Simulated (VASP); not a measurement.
## ZnW2Se4 in VASP: convergence with empty bands

The system is ZnW2Se4.

```
W Se Zn
1.0
     3.31123    0.00000    0.00000
    -1.65561    2.86761    0.00000
     0.00000    0.00000   17.95801
W Se Zn
2 4 1
Cartesian
  0.0051 1.9101 4.3224
  0.0007 -0.0101 13.9111
  -0.0183 -0.0083 6.0021
  -0.0028 1.9329 12.2078
  -0.0160 1.9175 15.5840
  -0.0037 0.0064 2.6243
  -0.0041 0.0046 9.2223
```

The cell comes from a database or a generator and needn't be the stable form of this composition.

The cell isn't the ideal one: atoms moved at random, drawn with an rms of 0.02 Å.

| Item | Value |
| --- | --- |
| Program | VASP 6.6.1 |
| Task | single point |
| Functional | PBEsol |
| Potentials or basis | VASP PAW PBE potentials, release 64 (W_sv, Se, Zn) |
| Cutoff | 520 eV |
| k mesh | 7 × 7 × 2 |
| Occupations | gaussian, width 0.02 eV |
| Spin | no spin polarisation |

These are the settings of the first run; the series varies empty bands, with any setting tied to it.

Hardware: 1 thread of Intel(R) Xeon(R) Platinum 8375C CPU @ 2.90GHz (Ice Lake), on a shared host.

| empty bands | energy less the tightest run, at zero smearing (meV/atom) | gap on the mesh (eV) | SCF cycles | CPU time (s) | peak memory (GiB) |
| --- | --- | --- | --- | --- | --- |
| 1 | 0.00 | 0.850 | 22 | 640 | 0.51 |
| 2 | 0.00 | 0.831 | 21 | 630 | 0.5 |
| 3 | 0.00 | 0.832 | 20 | 720 | 0.51 |

Against the tightest run, the energy stays within 1 meV/atom from 1 on; the gap on the mesh stays within 0.01 eV from 2 on. The tightest run that finished is the yardstick and may itself not be fully converged.

Caveat, for the tightest run too: spin-orbit coupling is left out, which moves the levels of the heavy elements; an odd mesh through Γ misses points on the zone boundary, where band edges often lie.
